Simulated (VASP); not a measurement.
```xyz
8
Lattice="4.6370 0.0000 0.0000 0.0000 4.6370 0.0000 0.0000 0.0000 28.0195" Properties=species:S:1:pos:R:3 pbc="T T T"
K      0.0000     2.3185     9.1197
K      2.3185     0.0000    12.3653
K      0.0000     2.3185    15.6542
K      2.3185     0.0000    18.8999
Br     0.0000     2.3185    12.3618
Br     2.3185     0.0000     9.0740
Br     0.0000     2.3185    18.9456
Br     2.3185     0.0000    15.6577
```

The numbers are results of PBEsol GGA, VASP's PBE PAW potentials (set 64) (plane waves; VASP), not measurements. Settings: PREC = Normal, 400 eV cut-off, 5×5×1 Γ-centred mesh, Gaussian smearing of 0.050 eV, potentials K_sv Br.

Question: What does the run give for the energy per atom (σ→0), band gap (on the k-mesh) with the smallest direct gap where there is one?

Answer: 
The band gap (on the k-mesh) is 4.38 eV and the smallest direct gap (on the k-mesh) is 4.38 eV. The energy per atom (σ→0) is -3.191 eV/atom.

Only differences to runs with the same potentials and settings are physical.

The cell is a thin slab with vacuum, built from KBr (rock salt): (100) face.
